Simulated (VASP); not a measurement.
Method: PBE GGA with D3 dispersion (zero damping), VASP's PBE PAW potentials (set 64) (plane waves; VASP).

VASP ran on this input.

**POSCAR**
```
SnO2
1
    4.8093651703     0.0000000000     0.0000000000
    0.0000000000     4.8093651703     0.0000000000
    0.0000000000     0.0000000000     3.2350677749
Sn O
2 4
Direct
  0.0000000000   0.0000000000   0.0000000000
  0.5000000000   0.5000000000   0.5000000000
  0.3062830395   0.3062830395   0.0000000000
  0.8062830395   0.1937169605   0.5000000000
  0.1937169605   0.8062830395   0.5000000000
  0.6937169605   0.6937169605   0.0000000000
```

**INCAR**
```
! general
SYSTEM   =  SnO2
PREC     =  Accurate
ENCUT    =  520
LREAL    =  .FALSE.
LASPH    =  .TRUE.

! electronic loop
EDIFF    =  1E-7
NELM     =  100
ALGO     =  Normal
LMAXMIX  =  4

! smearing
ISMEAR   =  -5

! functional
GGA      =  PE
IVDW     =  11

! ions
ISIF     =  2

! output
LWAVE    =  .FALSE.
LCHARG   =  .TRUE.
LORBIT   =  11
NEDOS    =  601
```

File KPOINTS:
```
Automatic mesh
0
Gamma
5 5 8
0 0 0
```

POTCAR, in this order: Sn_d O (PBE.64 set). Program: vasp_std.

Unless said otherwise, spin-orbit coupling is left out, though it shifts the bands of the heavy elements here.

Task: Estimate the energy per atom (σ→0), dispersion energy, band gap (on the k-mesh).

Result: 
energy per atom (σ→0): -6.360 eV/atom
dispersion energy: -0.853 eV
band gap (on the k-mesh): 0.74 eV

OSZICAR:
```
...
DAV:   9    -0.373042267917E+02    0.15050E-01   -0.88927E-02  2918   0.395E+00    0.150E-01
DAV:  10    -0.373049285963E+02   -0.70180E-03   -0.57900E-03  2704   0.733E-01    0.445E-02
DAV:  11    -0.373050098926E+02   -0.81296E-04   -0.33454E-04  2971   0.199E-01    0.200E-02
DAV:  12    -0.373050137381E+02   -0.38456E-05   -0.23463E-05  2460   0.448E-02    0.134E-02
DAV:  13    -0.373050100380E+02    0.37002E-05   -0.15289E-05  2899   0.497E-02    0.228E-03
DAV:  14    -0.373050101836E+02   -0.14567E-06   -0.13948E-06  2530   0.107E-02    0.123E-03
DAV:  15    -0.373050102709E+02   -0.87228E-07   -0.36547E-08  1465   0.181E-03
   1 F= -.38157793E+02 E0= -.38157793E+02  d E =0.000000E+00
```

The compound is SnO2 in the rutile structure. It was relaxed first.
